One might expect the calculated lattice of an elemental metal to improve steadily as the functional grows more elaborate. The local density approximation (LDA) treats each point as part of a uniform electron gas. Gradient functionals also see how fast the density varies, and r2SCAN and rev-vdW-DF2 add further ingredients. For tungsten the first step already brings almost nothing: PBE makes the crystal too large by almost as much as LDA makes it too small.

Full cell relaxations of body-centred cubic tungsten (one-atom primitive cell) with VASP 6.6.1, plane-wave PAW DFT without spin polarisation or spin–orbit coupling; W_sv potentials, 600 eV cutoff, 16 × 16 × 16 k mesh, Methfessel–Paxton smearing of 0.1 eV. Volume changes are relative to the starting 15.85 Å³ per atom; a is the length of a primitive vector.

```csv
functional,potentials,volume change (%),relaxed length a (Å)
LDA,"VASP-PAW-LDA-potentials,-recommended",-2.240,2.72010
PBE,"VASP-PAW-PBE-potentials,-recommended",1.900,2.75800
PBEsol,"VASP-PAW-PBE-potentials,-recommended",-0.880,2.73260
RPBE,"VASP-PAW-PBE-potentials,-recommended",3.200,2.76960
r2SCAN,"VASP-PAW-PBE-potentials,-recommended",0.790,2.74790
rev-vdW-DF2,"VASP-PAW-PBE-potentials,-recommended",0.560,2.74580
```

Every row describes the same undistorted body-centred cubic metal, so the length and the volume change carry a single result. The length is that of a primitive vector; multiplied by $2/\sqrt{3}$ it gives the usual cubic edge. The volume change is counted from a starting cell very close to the measured one at room temperature, and so serves as an approximate error. It runs from −2.2 % for LDA to +3.2 % for RPBE, with PBEsol, rev-vdW-DF2 and r2SCAN each within 1 % of the start.

The order of the four simpler functionals can be understood from the limit of a perfectly uniform density. There PBE, PBEsol and RPBE all reduce to LDA, so they can differ only in how they respond to unevenness. When a crystal expands, the density between the atoms thins out and varies more strongly on its own length scale. Exchange that gains energy from such variation therefore pushes the atoms apart and counteracts the overbinding of LDA. Theory places much of this effect where the outer core shells meet the valence electrons, though these calculations do not resolve it by region.

PBE and RPBE offer the cleanest comparison, because they share their potentials, their correlation and their exchange for weak gradients. They differ only in how exchange grows when the gradients are larger, and that alone adds 1.3 percentage points of volume. PBEsol goes the other way, with a weaker gradient dependence, and expands the lattice less. A functional that blends PBEsol and PBE, with exchange and correlation mixed in the same proportion, should give a volume between theirs, because its energy curve is nearly the weighted mean of the two.

The weak-gradient strength of exchange is not enough to predict the size of the step. In PBEsol it is a little over half of the PBE value, yet the expansion relative to LDA is only about a third of PBE's. A likely reason is that the gradient term in correlation pulls inwards, and PBEsol weakens this pull less than it weakens the outward push of exchange. The LDA row also uses its own potentials, which may contribute an unknown part. The positions of r2SCAN and rev-vdW-DF2 cannot be traced to one ingredient here, since each changes several at once.

What a volume error costs depends on the stiffness of the metal. Near its minimum, the energy of a crystal follows a parabola,

$$\Delta E \approx \frac{B\,(\Delta V)^2}{2V},$$

where $\Delta E$ is the energy gained by relaxing from the starting volume, $\Delta V$ the change in volume, $V$ the relaxed volume per atom and $B$ the bulk modulus, the resistance to uniform compression. A single $B$ fitted to the energy gains of all six rows comes out near 310 GPa, or 1.9 eV/Å³.

Take PBE, with a volume of about 16 Å³ per atom and an expansion of 1.9 %. The parabola gives $\tfrac{1}{2}\times1.9\times16\times0.019^2\approx0.0055$ eV per atom, and the relaxation itself released 5.4 meV. PBE was among the fitted rows, so this illustrates the model and does not test it independently.

The shared stiffness is an approximation. Taken row by row, as in the output below, it appears to vary by about a tenth, and the common value underestimates the energy gain of LDA by some 6 %. These row values are averages between the start and the minimum, not the bulk moduli at the minimum. A real energy curve is softer on the stretched side than on the compressed side, so LDA, which starts stretched, is expected to read too low and RPBE, which starts compressed, too high; the true spread should be wider than a tenth. The least certain value is that of rev-vdW-DF2, which combines the smallest volume change with the largest leftover pressure, about 0.08 GPa. Even so, the energy gains range from 0.5 to 15 meV per atom almost entirely because the minimum lies at different volumes, and hardly because the curve is steeper for some functionals than for others. As far as the volume is concerned, changing the functional thus acts much like putting the crystal under an extra uniform pressure.

This picture shows which purposes can tolerate which level. If the cubic edge is needed to 1 %, every level except RPBE meets the demand against the starting cell, and RPBE misses it only just. In energy, staying at the starting volume instead of relaxing costs at most 15 meV per atom, which is small beside a difference of some tenths of an electronvolt per atom between two structures, but not beside one of a few hundredths. This cost covers only the uniform change of volume; errors in reaction or surface energies have other sources and are not tested here.

Stress is much less forgiving. At the starting volume, LDA would pull inwards with about 7 GPa and RPBE push outwards with about 10 GPa. Even the three middle levels would show roughly 2 to 3 GPa. An LDA calculation held at the PBE volume would be under a tension of the order of 13 GPa, a load created entirely by mixing two levels. For elastic constants, strained films or defects, the cell should therefore first be relaxed with the same functional that is used afterwards.

Choosing among the middle three requires more care than the table suggests at first sight. Taken literally, rev-vdW-DF2 is closest to the starting cell, at +0.56 %, and PBEsol is slightly further away, at −0.88 %. But the calculations hold the nuclei still, whereas in a real crystal at room temperature their vibrations swell the lattice. A swelling of only 0.16 % would put PBEsol ahead, and a rough estimate from the vibrational energy gives some tenths of a percent.

That correction favours the functionals that give a compact lattice and counts against those that give a roomy one. With the rough estimate included, PBE even ends up further off than LDA, at about +2.3 % against −1.8 %. Among the middle three, the correction makes PBEsol a sensible first choice for the lattice of tungsten, although not a proven winner. Its potentials were made for PBE, as were those of r2SCAN and rev-vdW-DF2, and spin-orbit coupling is missing throughout. Neither effect has been measured here, and differences of a few tenths of a percent should not decide the matter.

Cost points the same way. PBEsol needs the same kind of work as PBE, and both took 11 self-consistency cycles at the first geometry. r2SCAN took 19 there, while rev-vdW-DF2 also took 11 but must evaluate an additional nonlocal correlation term. No running times are available, so the cycle counts are only a partial guide. For this lattice the extra effort brings no clear gain over PBEsol; r2SCAN or rev-vdW-DF2 would have to be justified by some other property. PBE remains reasonable where results must match existing PBE data, provided its own, larger cell is used.

The analysis program printed:

```
fit of gain on 6 rows: coefficient of q 308.4 +/- 4.4; rms 0.232, worst LDA -0.49, leave-one-out rms 0.452
Shape of the energy curve:
          row  cubic edge (A)  edge change (%)  energy gain (meV/atom)  stiffness of row (GPa)  pressure at start volume (GPa)
          LDA           3.141          -0.7523                    8.32                   327.8                          -6.909
          PBE           3.185           0.6294                    5.42                   309.3                            5.86
       PBEsol           3.155          -0.2942                    1.29                   333.9                          -2.714
         RPBE           3.198            1.055                   14.87                     303                            9.87
       r2SCAN           3.173           0.2626                    0.92                   300.4                           2.437
  rev-vdW-DF2           3.171           0.1863                     0.5                   324.2                           1.727
rough vibrational swelling of the real crystal at room temperature (% of volume): 0.4322
swelling above which PBEsol is closer than rev-vdW-DF2 (% of volume): 0.16
Volume error against the start cell:
          row  static nuclei (%)  after rough vibrational correction (%)
          LDA              -2.24                                  -1.808
          PBE                1.9                                   2.332
       PBEsol              -0.88                                 -0.4478
         RPBE                3.2                                   3.632
       r2SCAN               0.79                                   1.222
  rev-vdW-DF2               0.56                                  0.9922
whole spread of volume between levels (percentage points): 5.44
whole spread of cubic edge between levels (A): 0.05716
PBE less PBEsol (percentage points): 2.78
RPBE less PBE (percentage points): 1.3
r2SCAN less rev-vdW-DF2 (percentage points): 0.23
expansion from LDA to PBEsol as share of that from LDA to PBE: 0.3285
share expected from the small-gradient exchange coefficient alone: 0.5455
rough pressure size if an LDA run is held at the PBE volume (GPa): 12.8
volume uncertainty from the largest residual pressure (%): 0.02594
cycles at first geometry, r2SCAN over the others (ratio): 1.727
```
